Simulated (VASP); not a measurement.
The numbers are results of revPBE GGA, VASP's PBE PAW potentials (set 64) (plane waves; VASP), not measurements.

A VASP calculation is set up with these files.

### INCAR
```
SYSTEM = HfN
PREC = Accurate; ENCUT = 400; LREAL = .FALSE.
LASPH = .TRUE.
EDIFF = 1E-6; NELM = 100; ALGO = Normal
LMAXMIX = 6
ISMEAR = 1; SIGMA = 0.1
GGA = RE
ISIF = 2
LWAVE = .FALSE.; LCHARG = .FALSE.
```

**KPOINTS**
```
Automatic mesh
0
G
  10 10 10
0 0 0
```

File POSCAR:
```
HfN
1
    0.0000000000     2.2558600000     2.2558600000
    2.2558600000     0.0000000000     2.2558600000
    2.2558600000     2.2558600000     0.0000000000
Hf N
1 1
Direct
  0.0000000000   0.0000000000   0.0000000000
  0.5000000000   0.5000000000   0.5000000000
```

POTCAR, in this order: Hf_pv N (PBE.64 set). Program: vasp_std.

Output of the run:

File OSZICAR:
```
       N       E                     dE             d eps       ncg     rms          rms(c)
DAV:   1     0.292874328771E+02    0.29287E+02   -0.71848E+03  1042   0.105E+03
DAV:   2    -0.220749648949E+02   -0.51362E+02   -0.48310E+02  1260   0.222E+02
DAV:   3    -0.238480061232E+02   -0.17730E+01   -0.17468E+01  1333   0.360E+01
DAV:   4    -0.238645254330E+02   -0.16519E-01   -0.16463E-01  1237   0.337E+00
DAV:   5    -0.238647641300E+02   -0.23870E-03   -0.23858E-03  1351   0.296E-01    0.496E+01
DAV:   6    -0.209946931294E+02    0.28701E+01   -0.14976E+01  1166   0.270E+01    0.416E+01
DAV:   7    -0.209414623358E+02    0.53231E-01   -0.60091E-01  1178   0.708E+00    0.261E+01
DAV:   8    -0.209295173430E+02    0.11945E-01   -0.98889E-02  1169   0.307E+00    0.526E+00
DAV:   9    -0.209225958028E+02    0.69215E-02   -0.38955E-02  1196   0.137E+00    0.143E+00
DAV:  10    -0.209222537898E+02    0.34201E-03   -0.24621E-03  1225   0.430E-01    0.127E-01
DAV:  11    -0.209222665019E+02   -0.12712E-04   -0.72535E-05  1246   0.976E-02    0.749E-02
DAV:  12    -0.209222629136E+02    0.35883E-05   -0.10453E-05  1234   0.289E-02    0.125E-02
DAV:  13    -0.209222628580E+02    0.55581E-07   -0.40393E-07   636   0.703E-03
   1 F= -.20922263E+02 E0= -.20921999E+02  d E =-.790730E-03
```

**OUTCAR**
```
------------------------ aborting loop because EDIFF is reached ----------------------------------------
  FORCE on cell =-STRESS in cart. coord.  units (eV):
  Direction    XX          YY          ZZ          XY          YZ          ZX
  --------------------------------------------------------------------------------------
  Total        0.6286088      0.6286088      0.6286088      0.0000000      0.0000000     -0.0000000
  in kB       43.8656520     43.8656520     43.8656520      0.0000000      0.0000000     -0.0000000
  external PRESSURE =      43.8656520 kB  Pullay stress =       0.0000000 kB
  volume of cell :       22.96
      direct lattice vectors                 reciprocal lattice vectors
     0.000000000  2.255860000  2.255860000    -0.221644960  0.221644960  0.221644960
     2.255860000  0.000000000  2.255860000     0.221644960 -0.221644960  0.221644960
     2.255860000  2.255860000  0.000000000     0.221644960  0.221644960 -0.221644960
 POSITION                                       TOTAL-FORCE (eV/Angst)
 -----------------------------------------------------------------------------------
      0.00000      0.00000      0.00000        -0.000000     -0.000000      0.000000
      2.25586      2.25586      2.25586         0.000000      0.000000     -0.000000
 -----------------------------------------------------------------------------------
    total drift:                                0.000000     -0.000000     -0.000000
  FREE ENERGIE OF THE ION-ELECTRON SYSTEM (eV)
  ---------------------------------------------------
  free  energy   TOTEN  =       -20.9222628580 eV

  energy  without entropy=      -20.9214721277  energy(sigma->0) =      -20.92199928
```
(Selected blocks of OUTCAR.)

File OUTCAR:
```
 val. band max:        8.5170015892   @ k =  -0.4000   0.3000   0.0000

 cond. band min:       8.5748137512   @ k =  -0.1000   0.1000   0.0000


 Fermi energy:         8.5607203163

 k-point     1 :       0.0000    0.0000    0.0000
  band No.  band energies     occupation
      1     -22.6475      2.00000
      2     -22.6475      2.00000
      3     -22.6475      2.00000
      4      -9.0942      2.00000
      5       5.4668      2.00000
      6       5.4668      2.00000
      7       5.4668      2.00000
      8       8.1819      2.00000
      9       8.1819      2.00000
     10       8.1819      2.00000
     11      10.3232     -0.00000

 k-point     2 :       0.1000    0.0000    0.0000
  band No.  band energies     occupation
      1     -22.7492      2.00000
      2     -22.6559      2.00000
      3     -22.6559      2.00000
      4      -8.8660      2.00000
      5       4.5407      2.00000
      6       4.9246      2.00000
      7       4.9246      2.00000
      8       8.4041      2.04923
      9       8.5086      1.76274
     10       8.5086      1.76274
     11      11.0316      0.00000

 k-point     3 :       0.2000    0.0000    0.0000
  band No.  band energies     occupation
      1     -23.0051      2.00000
      2     -22.6778      2.00000
      3     -22.6778      2.00000
      4      -8.2527      2.00000
      5       2.8673      2.00000
      6       3.9310      2.00000
      7       3.9310      2.00000
      8       8.7842     -0.00697
      9       9.3266     -0.00000
     10       9.3266     -0.00000
     11      12.4994      0.00000

 k-point     4 :       0.3000    0.0000    0.0000
  band No.  band energies     occupation
      1     -23.3032      2.00000
      2     -22.7047      2.00000
      3     -22.7047      2.00000
      4      -7.4406      2.00000
      5       1.2602      2.00000
      6       3.0560      2.00000
      7       3.0560      2.00000
      8       9.5103     -0.00000
      9      10.4861     -0.00000
...
```

At this cut-off the stress carries a Pulay error, which pulls relaxed volumes low. Unless said otherwise, spin-orbit coupling is left out, though it shifts the bands of the heavy elements here.

The structure comes from a computed database's HfN entry; how it stands against other phases isn't given here. The cell was not relaxed at this level. The run is one of a series of settings (GGA = RE against the base run), some of them coarse on purpose. The electron count is odd and the run is not spin-polarised, which forces a metal.
